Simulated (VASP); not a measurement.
Input for VASP

File KPOINTS:
```
K-points
0
gamma
7 7 7
0 0 0
```

**POSCAR**
```
CaSe
1.0
  0.0000000000   2.9600000000   2.9600000000
  2.9600000000   0.0000000000   2.9600000000
  2.9600000000   2.9600000000   0.0000000000
Ca Se
1 1
Cart
  0.0000000000   0.0000000000   0.0000000000
  2.9600000000   2.9600000000   2.9600000000
```

**INCAR**
```
ISMEAR=0   # Gaussian
LWAVE=F
ISIF=2   # forces and stress, cell fixed
EDIFF=1E-6   # SCF stop (eV)
LCHARG=F
SIGMA=0.05
LASPH=T
ENCUT=400   # plane-wave cut-off (eV)
ALGO=Normal   # blocked Davidson
PREC=Single
NELM=100
SYSTEM=CaSe
GGA=PE
LMAXMIX=4
LREAL=F
```

POTCAR, in this order: Ca_sv Se (PBE.64 set). Program: vasp_std.

Q: Write an equivalent input for Ansatz.

A: One equivalent input (not run):
Ansatz 0.2 input:
```yaml
crystal:
  lattice:
    - [0.0000000, 2.9600000, 2.9600000]
    - [2.9600000, 0.0000000, 2.9600000]
    - [2.9600000, 2.9600000, 0.0000000]
  atoms:
    - { symbol: Ca, position: [0.0000000, 0.0000000, 0.0000000] }
    - { symbol: Se, position: [0.5000000, 0.5000000, 0.5000000] }
kpoints:
  mp_grid: { grid: [7, 7, 7] }
hamiltonian:
  xc: pbe
  pseudopotentials: { kind: paw }
scf:
  occupations: { method: gaussian, width: 0.05 }
  max_iter: 100
output: { forces: true, stress: true, eigenvalues: true }
```
What does not carry over: each code has its own PAW files, so the cut-off isn't converted (ENCUT is set for VASP's; basis.ecutwfc is left out, and Ansatz then takes the one that its files recommend); Ansatz stops its SCF on the density residual and VASP on the energy change (EDIFF).

The compound is CaSe in the rock salt structure. The cell was not relaxed at this level. The run is one of a series of settings (PREC = Single against the base run), some of them coarse on purpose.
